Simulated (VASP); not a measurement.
Computed with PBE GGA, VASP's PBE PAW potentials (set 64) (plane waves; VASP 6.6.1).

VASP ran on this input.

**INCAR**
```
# general
SYSTEM  = Ir
PREC    = Accurate
ENCUT   = 300
LREAL   = .FALSE.   # projection in real space or not
LASPH   = .TRUE.   # aspherical one-centre terms

# electronic loop
EDIFF   = 1E-6
NELM    = 100
ALGO    = Normal
LMAXMIX = 6   # l cut-off of mixed one-centre charges

# smearing
ISMEAR  = -1   # Fermi-Dirac
SIGMA   = 0.05

# functional
GGA     = PE   # PBE

# ions
ISIF    = 2   # forces and stress, cell fixed

# output
LWAVE   = .FALSE.
LCHARG  = .FALSE.
```

### POSCAR
```
Ir
1
    0.0000000000     1.9311040000     1.9311040000
    1.9311040000     0.0000000000     1.9311040000
    1.9311040000     1.9311040000     0.0000000000
Ir
1
Direct
  0.0000000000   0.0000000000   0.0000000000
```

File KPOINTS:
```
kpoints
0
G
  12 12 12
0 0 0
```

POTCAR, in this order: Ir (PBE.64 set). Program: vasp_std.

At this cut-off the stress carries a Pulay error, which pulls relaxed volumes low. Unless said otherwise, spin-orbit coupling is left out, though it shifts the bands of the heavy elements here.

Task: Predict the energy per atom (σ→0), pressure, band gap (on the k-mesh).

Result: 
```json
{
 "energy per atom (σ→0)": "-8.867 eV/atom",
 "band gap (on the k-mesh)": "none (metal, semimetal or under 0.01 eV)",
 "pressure": "1.56 GPa"
}
```

File OSZICAR:
```
...
DAV:   6    -0.896218179122E+01    0.47222E+00   -0.10028E+00  1312   0.137E+01    0.588E+00
DAV:   7    -0.887564585191E+01    0.86536E-01   -0.32061E-01  1456   0.726E+00    0.155E+00
DAV:   8    -0.887138660346E+01    0.42592E-02   -0.16473E-03  1312   0.598E-01    0.863E-01
DAV:   9    -0.886933164201E+01    0.20550E-02   -0.15765E-03  1472   0.644E-01    0.120E-02
DAV:  10    -0.886933752652E+01   -0.58845E-05   -0.42783E-06  1424   0.205E-02    0.854E-03
DAV:  11    -0.886933870100E+01   -0.11745E-05   -0.47344E-07  1016   0.597E-03    0.539E-04
DAV:  12    -0.886933863069E+01    0.70303E-07   -0.14386E-08   616   0.147E-03
   1 F= -.88693386E+01 E0= -.88668679E+01  d E =-.494151E-02
```

The structure comes from a computed database's Ir entry; how it stands against other phases isn't given here. The cell was not relaxed at this level, and its volume differs by -5.9 % from the start's.
